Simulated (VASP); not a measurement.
VASP input:

INCAR:
```
ALGO  =  Normal
EDIFF  =  1E-7
ENCUT  =  520
GGA  =  PE
ISIF  =  2
ISMEAR  =  1
IVDW  =  13
LASPH  =  .TRUE.
LCHARG  =  .FALSE.
LMAXMIX  =  4
LREAL  =  .FALSE.
LWAVE  =  .FALSE.
NELM  =  100
PREC  =  Accurate
SIGMA  =  0.1
SYSTEM  =  Rh
```

**POSCAR**
```
Rh
1.0
  0.0000000000   1.9313841657   1.9313841657
  1.9313841657   0.0000000000   1.9313841657
  1.9313841657   1.9313841657   0.0000000000
Rh
1
Cartesian
  0.0000000000   0.0000000000   0.0000000000
```

### KPOINTS
```
Automatic mesh
0
Gamma
16 16 16
0 0 0
```

POTCAR, in this order: Rh_pv (PBE.64 set). Program: vasp_std.

Problem. Write an equivalent input for Ansatz.

Solution. One equivalent input (not run):
Ansatz 0.2 input:
```yaml
crystal:
  lattice:
    - [0.0000000, 1.9313842, 1.9313842]
    - [1.9313842, 0.0000000, 1.9313842]
    - [1.9313842, 1.9313842, 0.0000000]
  atoms:
    - { symbol: Rh, position: [0.0000000, 0.0000000, 0.0000000] }
kpoints:
  mp_grid: { grid: [16, 16, 16] }
hamiltonian:
  xc: pbe
  dispersion: d4
  pseudopotentials: { kind: paw }
scf:
  occupations: { method: methfessel_paxton, width: 0.1 }
  max_iter: 100
output: { forces: true, stress: true, eigenvalues: true }
```
The two are equivalent in intent, not identical: each code has its own PAW files, so the cut-off isn't converted (ENCUT is set for VASP's; basis.ecutwfc is left out, and Ansatz then takes the one that its files recommend); Ansatz stops its SCF on the density residual and VASP on the energy change (EDIFF).

The compound is Rh in the fcc structure. This cell is one point of a volume scan, at 1.06 of the reference volume.
